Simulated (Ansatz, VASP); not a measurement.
## Zn3W: VASP beside Ansatz

```
Zn W
1.0
     3.84660    0.00000    0.00000
     0.00000    3.84660    0.00000
     0.00000    0.00000    3.84660
Zn W
3 1
Direct
  0.00000 0.50000 0.50000
  0.50000 0.00000 0.50000
  0.50000 0.50000 0.00000
  0.00000 0.00000 0.00000
```

Alike in both runs: task single point; functional r2SCAN; k mesh 6 × 6 × 6; occupations gaussian, width 0.1 eV; no spin polarisation.

```csv
,VASP,Ansatz
version,VASP 6.6.1,Ansatz 0.2.0
potentials or method,"VASP PAW PBE potentials, release 64 (Zn, W_sv)","scalar-relativistic, plane waves, PAW"
plane-wave cutoff (eV),520,500
valence electrons in the cell,50,50
```

|  | VASP | Ansatz | Ansatz less VASP |
| --- | --- | --- | --- |
| gap on the k mesh at the Fermi level (eV) | none | none | - |
| pressure (GPa) | -2.5 | -3.2 | -0.66 |

A gap of «none» marks a metal or a gap that the smearing closes.

Caveats: the PAW data sets were made with another functional, which shifts forces and pressure a little (VASP). Spin-orbit coupling is left out, which matters for the levels of W.
